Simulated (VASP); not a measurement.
Data:

```xyz
3
Lattice="1.5813 -2.7389 0.0000 1.5813 2.7389 0.0000 0.0000 0.0000 3.5408" Properties=species:S:1:pos:R:3 pbc="T T T"
Zr     0.0000     0.0000     3.5408
B      1.5813     0.9130     1.7704
B      1.5813    -0.9130     1.7704
```

Calculation: rev-vdW-DF2, VASP's PBE PAW potentials (set 64) (plane waves; VASP). Numerical set-up: 520 eV cut-off, 12×12×10 Γ-centred mesh, tetrahedra with Blöchl corrections, potentials Zr_sv B.

The cores are frozen, which limits the accuracy of field gradients.

Question: Give the principal components of the electric field gradient (V/Å²) and the asymmetry η at each nucleus.

Answer: 
| atom | Vxx | Vyy | Vzz | η |
|---|---|---|---|---|
| Zr1 | -21.7 | -21.7 | 43.4 | 0.00 |
| B2 | -1.1 | -1.1 | 2.2 | 0.00 |
| B3 | -1.1 | -1.1 | 2.2 | 0.00 |

The compound is ZrB2 in the AlB2 type structure. It was relaxed first.
